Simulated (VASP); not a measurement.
OSZICAR of a VASP run on CuZn (CsCl type):

OSZICAR:
```
       N       E                     dE             d eps       ncg     rms          rms(c)
DAV:   1     0.118691322459E+03    0.11869E+03   -0.11701E+04  1728   0.254E+03
DAV:   2     0.292707501255E+01   -0.11576E+03   -0.11252E+03  1680   0.326E+02
DAV:   3    -0.242556230908E+00   -0.31696E+01   -0.31620E+01  2023   0.734E+01
DAV:   4    -0.265479808086E+00   -0.22924E-01   -0.22920E-01  1960   0.560E+00
DAV:   5    -0.265765655305E+00   -0.28585E-03   -0.28584E-03  2213   0.661E-01    0.933E+00
DAV:   6    -0.858206950911E-01    0.17994E+00   -0.16648E+01  1818   0.107E+02    0.585E+00
DAV:   7     0.790492341898E+00    0.87631E+00   -0.36799E+00  1798   0.984E+01    0.215E+00
DAV:   8     0.788416629188E+00   -0.20757E-02   -0.17452E-01  2274   0.593E+00    0.122E+00
DAV:   9     0.797413561025E+00    0.89969E-02   -0.19273E-02  2092   0.362E+00    0.520E-02
DAV:  10     0.797390558122E+00   -0.23003E-04   -0.52032E-04  2047   0.330E-01    0.260E-02
DAV:  11     0.797382182216E+00   -0.83759E-05   -0.12119E-05  2325   0.535E-02    0.136E-02
DAV:  12     0.797382898380E+00    0.71616E-06   -0.12129E-06  1327   0.312E-02
   1 F= 0.79738290E+00 E0= 0.79730375E+00  d E =0.797383E+00
       N       E                     dE             d eps       ncg     rms          rms(c)
DAV:   1     0.689292765323E+00   -0.10809E+00   -0.14169E+00  1680   0.288E+01    0.257E+00
DAV:   2     0.753722540541E+00    0.64430E-01   -0.89718E-01  1702   0.252E+01    0.124E+00
DAV:   3     0.791022333832E+00    0.37300E-01   -0.21782E-01  1708   0.155E+01    0.630E-01
DAV:   4     0.795077274985E+00    0.40549E-02   -0.10765E-02  2316   0.283E+00    0.261E-01
DAV:   5     0.796416195272E+00    0.13389E-02   -0.92302E-04  2749   0.565E-01    0.159E-02
DAV:   6     0.796415090108E+00   -0.11052E-05   -0.44994E-05  2098   0.966E-02    0.801E-03
DAV:   7     0.796415670451E+00    0.58034E-06   -0.14730E-06  1513   0.262E-02
   2 F= 0.79641567E+00 E0= 0.79631305E+00  d E =-.967228E-03
       N       E                     dE             d eps       ncg     rms          rms(c)
DAV:   1     0.786262603503E+00   -0.10152E-01   -0.13470E-01  1680   0.903E+00    0.771E-01
DAV:   2     0.792605589983E+00    0.63430E-02   -0.76851E-02  1701   0.734E+00    0.360E-01
DAV:   3     0.795617037307E+00    0.30114E-02   -0.19488E-02  1730   0.433E+00    0.205E-01
DAV:   4     0.796060552748E+00    0.44352E-03   -0.10246E-03  2283   0.935E-01    0.810E-02
DAV:   5     0.796190525345E+00    0.12997E-03   -0.99842E-05  2725   0.183E-01    0.531E-03
DAV:   6     0.796190278680E+00   -0.24666E-06   -0.56934E-06  2017   0.472E-02
   3 F= 0.79619028E+00 E0= 0.79609112E+00  d E =-.119262E-02
```

Question: Which electronic solver shows in the log?

Answer: It is blocked Davidson (ALGO = Normal, or the opening steps of other solvers). The INCAR had ALGO = Normal.

Question: Can the final energy be trusted as converged?

Answer: The run converged. It stopped with EDIFF = 1E-6, NELM = 100, NSW = 60 and EDIFFG = -0.01 after 3 ionic steps (optB86b-vdW, plane waves, VASP's PBE PAW potentials (set 64)).

The compound is CuZn in the CsCl type structure. This run relaxes it. Symmetry was kept, so distortions that lower it aren't found. The electron count is odd and the run is not spin-polarised, which forces a metal.
